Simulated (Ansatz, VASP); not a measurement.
**Si32TeO63 (Te_O): VASP beside Ansatz**

One calculation is typed for both programs; each brings its own data sets. How far apart do they land? The structure shown is the start of the Ansatz relaxation below; VASP solves that cell, so the two are compared at the walk's first step.

Main program and level: Ansatz 0.2.0; plane waves, with VASP 6.6.1 beside it; single point at r2SCAN.

## 1. The starting structure

The cell holds 96 atoms: 32 Si, 63 O and 1 Te. Cell: a = 9.926 Å, b = 9.926 Å, c = 11.836 Å, α = 53.4°, β = 53.4°, γ = 73.2°. It derives from SiO2 (SiO2 (P4_2/mnm)). Nearest the centre at fractional (0.528, 0.722, 0.375): Te96 at 0.05 Å, Si26 at 1.72 Å, Si29 at 1.74 Å, Si12 at 1.77 Å, O86 at 2.27 Å, O60 at 2.48 Å, O65 at 2.48 Å, O67 at 2.53 Å. The cell carries charge −1.

## 2. Ansatz: relaxation, r2SCAN

Ansatz runs on its PAW soft_1 files.

The two programs are compared at the cell with which this relaxation starts, whose forces are those of its first step.

Contents of input.yaml:

```yaml
crystal:
  lattice:
    - [0.0, 4.18479536, 2.66840475]
    - [4.18479536, 0.0, 2.66840475]
    - [4.18479536, 4.18479536, 0.0]
  atoms:
    - { symbol: Si, position: [0.0, 0.0, 0.0] }
    - { symbol: Si, position: [0.5, 0.5, 0.5] }
    - { symbol: Si, position: [0.25, 0.25, 0.25] }
    - { symbol: Si, position: [0.75, 0.75, 0.75] }
    - { symbol: O, position: [0.0, 0.0, 0.30610335] }
    - { symbol: O, position: [0.5, 0.5, 0.80610335] }
    - { symbol: O, position: [0.0, 0.0, 0.69389665] }
    - { symbol: O, position: [0.5, 0.5, 0.19389665] }
    - { symbol: O, position: [0.05610335, 0.44389665, 0.75] }
    - { symbol: O, position: [0.55610335, 0.94389665, 0.25] }
    - { symbol: O, position: [0.44389665, 0.05610335, 0.75] }
    - { symbol: O, position: [0.94389665, 0.55610335, 0.25] }
  supercell: [2, 2, 2]
  defects: [{ substitution: { at: 80, symbol: Te } }]
total_charge: -1
basis:
  ecutwfc: 500
  xc_grid: 2
hamiltonian:
  xc: r2scan
  pseudopotentials: { kind: paw, azcp: { folder: soft_1 } }
kpoints:
  mp_grid: { grid: [1, 1, 1], shift: [0.25, 0.25, 0.25] }
magnetization:
  spin_polarized: true
  initial_magnetization: 1
  spin_locking: { lock_magnetization: hard }
scf:
  occupations: { method: fixed }
  max_iter: 60
output:
  forces: true
  charged_corrections: { epsilon: [3.41, 3.41, 3.58], static_epsilon: [11.6, 11.6, 9.01] }
relax:
  f_tol: 0.02
  max_steps: 80
  random_displacement: { amplitude: 0.05, seed: 3459 }
checkpoint:
  write: "../qm1_M1.relax.run"
  compress: false
  write_wavefunctions: true
  write_every: 100000
```

On the command line:

```
> ansatz run input.yaml --threads 8 --pin off --max-ram 22609MiB --backend cpu --events-out ev --progress --plain --runs-dir out
```

Numbers of over 12 decimals in the logs are rounded to 6 here.

Log:

```text
Warning: This run holds its total moment fixed (magnetization.spin_locking.lock_magnetization: hard) and mixes its density by anderson or broyden (scf.mixing.algorithm, typed or taken by auto). Slabs with a fixed moment have converged under broyden above another state at the same moment, at the default mixing steps and at smaller ones, and under scf.lower_state_search: standard, light or off a state that such a mixer [...]
Engine: ansatz 0.2.0, aarch64-unknown-linux-gnu
Pseudopotentials: kind: paw
Pseudopotential: Si, paw, valence charge 4, recommended cutoff 500 eV (meta_gga), soft_1/Si.paw.azcp
Pseudopotential: O, paw, valence charge 6, recommended cutoff 500 eV (meta_gga), soft_1/O.paw.azcp
Pseudopotential: Te, paw, valence charge 16, recommended cutoff 500 eV (meta_gga), soft_1/Te.paw.azcp
Functional definition: r2SCAN
  parameter k0 = 0.174
  parameter k1 = 0.065
  parameter a1 = 4.9479
  exchange = r2scan_x(k0 = k0, k1 = k1, a1 = a1)
  correlation = r2scan_c
Crystal: 96 atoms, lattice volume = 747.688 Å³
Basis set: ecut = 500 eV, 18959 PW (Γ), exchange–correlation on 150×150×180 points (8 copies of the dense FFT grid, shifted against one another)
Bands: 358, of which v1, the nominal top of the filled ones, is band 262 counted from 1 (261 counted from 0)
Symmetry: 1 space group operations
k-points: 1
Non-local potential: Si, projectors of the file, l = 0: 2, l = 1: 2, l = 2: 1
Non-local potential: O, projectors of the file, l = 0: 2, l = 1: 2, l = 2: 1
Non-local potential: Te, projectors of the file, l = 0: 2, l = 1: 2, l = 2: 2, l = 3: 1
PAW form: soft (Blöchl's): semilocal exchange-correlation on the pseudo side does not see the compensation charge
PAW frozen core: Si, regenerated for the run's functional (the file was generated under x = pbe(κ = 0.804, μ = 0.219515), c = pbe(β = 0.066725))
PAW frozen core: O, regenerated for the run's functional (the file was generated under x = pbe(κ = 0.804, μ = 0.219515), c = pbe(β = 0.066725))
PAW frozen core: Te, regenerated for the run's functional (the file was generated under x = pbe(κ = 0.804, μ = 0.219515), c = pbe(β = 0.066725))
PAW one-centre angular grid: Si, 302 points (default); XC on 160 Gauss nodes
PAW one-centre angular grid: O, 302 points (default); XC on 160 Gauss nodes
PAW one-centre angular grid: Te, 590 points (default); XC on 160 Gauss nodes
Initial density: superposition of atomic densities (chi_scale 0.1, normalization cell, long waves kept (reshape's long-wave potential 0.73 eV rms))
Starting moments: Σ|m| = 1 μB on 96 of 96 sites
Initial wavefunctions: pseudopotential atomic-orbital guess
Functional: x = r2scan, c = r2scan; τ floored in thin density (d = 2e-4 eV/Å³)
SCF iter   1: F=—  HF=-63342.803520 eV  |F-HF|=—  |Δ(HF+E_count)|=         —  Δρ=7.09e-2 (↑7.09e-2 ↓7.05e-2)  dr2=1.52e2  dr2_τ=4.33e0  dr2_m=1.28e-1  M=1.000 μB ∫|m|=1.026 μB  β_m=1.20  ethr=3.10e-3  ⟨swp⟩=9.0  Hψ=2752  notcnv=0  defer=188
preconditioner: auto → Resta (q_TF=auto, 2.571 Å⁻¹)  ε∞=3.2  [insulator: Δε(μ)=0.644 eV  Ē_g=20.727 eV  n_scr=200 (ndim 8)  ℏωp=30.8 eV  f_vac=0.000  ε∞_Penn≈3.2]
spin=Collinear: Resta preconditioning applied to the charge; magnetization (m = ρ↑ − ρ↓) channel mixes plain (no charge-response kernel on spin).
SCF iter   2: F=—  HF=-63323.563065 eV  |F-HF|=—  |Δ(HF+E_count)|=    1.92e1  Δρ=4.09e-2 (↑4.03e-2 ↓4.09e-2)  dr2=5.49e1  dr2_τ=3.83e-1  dr2_m=7.34e-3  M=1.000 μB ∫|m|=1.229 μB  β_m=1.20  ethr=3.10e-3  ⟨swp⟩=4.5  Hψ=1289  notcnv=0  defer=184  κ⁻¹=1.0e0(r=1)
SCF iter   3: F=—  HF=-63317.907838 eV  |F-HF|=—  |Δ(HF+E_count)|=    5.66e0  Δρ=1.85e-2 (↑1.80e-2 ↓1.85e-2)  dr2=4.81e0  dr2_τ=9.17e-2  dr2_m=5.84e-2  M=1.000 μB ∫|m|=1.240 μB  β_m=1.20  ethr=3.10e-3  ⟨swp⟩=6.5  Hψ=1562  notcnv=0  defer=188  κ⁻¹=7.5e-2(r=2)
SCF iter   4: F=—  HF=-63318.773486 eV  |F-HF|=—  |Δ(HF+E_count)|=   8.66e-1  Δρ=1.18e-2 (↑1.18e-2 ↓1.18e-2)  dr2=1.58e0  dr2_τ=4.12e-2  dr2_m=8.31e-3  M=1.000 μB ∫|m|=1.132 μB  β_m=1.20  ethr=9.19e-4  ⟨swp⟩=4.0  Hψ=1141  notcnv=0  defer=189  κ⁻¹=8.9e-3(r=3)
SCF iter   5: F=—  HF=-63318.894963 eV  |F-HF|=—  |Δ(HF+E_count)|=   1.21e-1  Δρ=5.22e-3 (↑5.10e-3 ↓5.22e-3)  dr2=3.76e-1  dr2_τ=8.68e-3  dr2_m=6.92e-3  M=1.000 μB ∫|m|=1.145 μB  β_m=1.20  ethr=3.03e-4  ⟨swp⟩=4.5  Hψ=1069  notcnv=0  defer=189  κ⁻¹=2.9e-3(r=4)
SCF iter   6: F=—  HF=-63318.998685 eV  |F-HF|=—  |Δ(HF+E_count)|=   1.04e-1  Δρ=1.12e-3 (↑1.04e-3 ↓1.12e-3)  dr2=2.20e-2  dr2_τ=4.53e-4  dr2_m=1.21e-3  M=1.000 μB ∫|m|=1.079 μB  β_m=1.20  ethr=7.19e-5  ⟨swp⟩=4.0  Hψ=1032  notcnv=0  defer=189  κ⁻¹=5.1e-4(r=5)
[...]
--- Relaxed structure (17 steps of the walk, 16 accepted, 0 SCFs on fresh bases) ---
  F+E_penalty+E_count = -63342.84978145 eV   max|allowed force component| = 7.312e-3 eV/Å
  atoms:
    - { symbol: Si, position: [0.00266329, 0.0038651, -0.00329157] }
    - { symbol: Si, position: [0.246798, 0.261467, 0.245995] }
    - { symbol: Si, position: [0.123536, 0.126358, 0.124358] }
    - { symbol: Si, position: [0.376791, 0.370799, 0.374333] }
    - { symbol: O, position: [0.00349808, -0.000824982, 0.152446] }
    - { symbol: O, position: [0.250721, 0.249150, 0.401323] }
    - { symbol: O, position: [-0.00117401, -0.000161779, 0.347976] }
    - { symbol: O, position: [0.250032, 0.251070, 0.096837] }
    - { symbol: O, position: [0.022526, 0.227328, 0.376726] }
    - { symbol: O, position: [0.278531, 0.476392, 0.123766] }
    - { symbol: O, position: [0.203025, 0.046775, 0.367757] }
    - { symbol: O, position: [0.469360, 0.283743, 0.123539] }
    - { symbol: Si, position: [-0.011638, 0.0030912, 0.504368] }
    - { symbol: Si, position: [0.246025, 0.247244, 0.753402] }
    - { symbol: Si, position: [0.127766, 0.122134, 0.624235] }
    - { symbol: Si, position: [0.377584, 0.372868, 0.876987] }
    - { symbol: O, position: [0.000777995, -0.000866133, 0.651296] }
    - { symbol: O, position: [0.250699, 0.246405, 0.905255] }
    - { symbol: O, position: [0.00377843, -0.000965942, 0.843659] }
    - { symbol: O, position: [0.250915, 0.246133, 0.596543] }
    - { symbol: O, position: [0.028640, 0.221255, 0.874407] }
    - { symbol: O, position: [0.271555, 0.459621, 0.631646] }
    - { symbol: O, position: [0.222687, 0.027216, 0.874842] }
    - { symbol: O, position: [0.470729, 0.265972, 0.630271] }
    - { symbol: Si, position: [0.00175676, 0.498842, 0.0013814] }
    - { symbol: Si, position: [0.248641, 0.745249, 0.248256] }
    - { symbol: Si, position: [0.128770, 0.623410, 0.123326] }
    - { symbol: Si, position: [0.335160, 0.914796, 0.332225] }
    - { symbol: O, position: [0.00564981, 0.497912, 0.151856] }
    - { symbol: O, position: [0.222881, 0.750829, 0.407664] }
    - { symbol: O, position: [0.00381439, 0.500169, 0.345622] }
    - { symbol: O, position: [0.253146, 0.750143, 0.094990] }
    - { symbol: O, position: [0.030357, 0.718953, 0.371871] }
    - { symbol: O, position: [0.279537, 0.970435, 0.128066] }
    - { symbol: O, position: [0.224166, 0.524431, 0.375035] }
    - { symbol: O, position: [0.472532, 0.777352, 0.126938] }
    - { symbol: Si, position: [0.00140208, 0.498339, 0.500418] }
    - { symbol: Si, position: [0.248239, 0.747218, 0.750128] }
    - { symbol: Si, position: [0.120044, 0.621619, 0.633797] }
    - { symbol: Si, position: [0.376606, 0.873298, 0.872572] }
[...]
- { symbol: Si, position: [0.504703, 0.00120493, -0.00776872] }
    - { symbol: Si, position: [0.751075, 0.248150, 0.252060] }
    - { symbol: Si, position: [0.628291, 0.129803, 0.125684] }
    - { symbol: Si, position: [0.877895, 0.372039, 0.375931] }
[...]
- { symbol: Si, position: [0.502762, 0.00162754, 0.495768] }
    - { symbol: Si, position: [0.751590, 0.248438, 0.750280] }
    - { symbol: Si, position: [0.626504, 0.121157, 0.625602] }
    - { symbol: Si, position: [0.874608, 0.375295, 0.875553] }
[...]
- { symbol: Si, position: [0.502453, 0.500573, -0.00161619] }
    - { symbol: Si, position: [0.775409, 0.744094, 0.230366] }
    - { symbol: Si, position: [0.627470, 0.622504, 0.123298] }
    - { symbol: Si, position: [0.877032, 0.872320, 0.377461] }
[...]
- { symbol: Te, position: [0.504114, 0.745587, 0.410130] }
[...]
- { symbol: Si, position: [0.505815, 0.474447, 0.499751] }
    - { symbol: Si, position: [0.749324, 0.747429, 0.751440] }
    - { symbol: Si, position: [0.628810, 0.620998, 0.627649] }
    - { symbol: Si, position: [0.879083, 0.873103, 0.872056] }
    - { symbol: O, position: [0.508509, 0.482167, 0.666795] }
    - { symbol: O, position: [0.750140, 0.748748, 0.902508] }
    - { symbol: O, position: [0.502081, 0.498821, 0.850928] }
    - { symbol: O, position: [0.750993, 0.747872, 0.601774] }
    - { symbol: O, position: [0.528366, 0.721581, 0.876394] }
    - { symbol: O, position: [0.773482, 0.971379, 0.628739] }
    - { symbol: O, position: [0.722291, 0.527627, 0.876410] }
    - { symbol: O, position: [0.966052, 0.780518, 0.626601] }
```

In the SCF lines HF is the Harris–Foulkes energy and dr2 the Hartree energy of the density residual, in eV; the loop may stop once dr2 is under the threshold and the program's other checks hold. Hψ counts applications of the Hamiltonian.

(Continued in part 2 of 2.)

[Lines on the potential files, build, host, timing and source positions are cut from VASP's logs without a mark.]

[Logs are printed without paths, hosts, clocks, repeated set-up lines and the standing remarks that a program may print on its own settings, such as how far it seeks lower states.]

[Hosts, paths, dates, database ids (printed as entryN), source tags and the programs' standing remarks are cut or masked in the printed files.]
